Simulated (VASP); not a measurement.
Data:

```
CELL_PARAMETERS angstrom
     -1.46344     1.46344     1.46344
      1.46344    -1.46344     1.46344
      1.46344     1.46344    -1.46344
ATOMIC_POSITIONS crystal
  V  0.00000 0.00000 0.00000
```

Method: LDA (Ceperley-Alder, Perdew-Zunger), VASP's LDA PAW potentials (set 64) (plane waves; VASP). Numerical set-up: 520 eV cut-off, Gaussian smearing of 0.050 eV, potentials V_sv.

### Question
Estimate the band gap (along the path) with the smallest direct gap where there is one.

### Answer

```yaml
band gap (along the path): none (metal, semimetal or under 0.01 eV)
```

The absolute energy has meaning only against runs of the same code, potentials and settings.

The compound is V in the bcc structure. It was relaxed first, which changed the volume by -10 %. The run is not spin-polarised, so no magnetic state was tried.
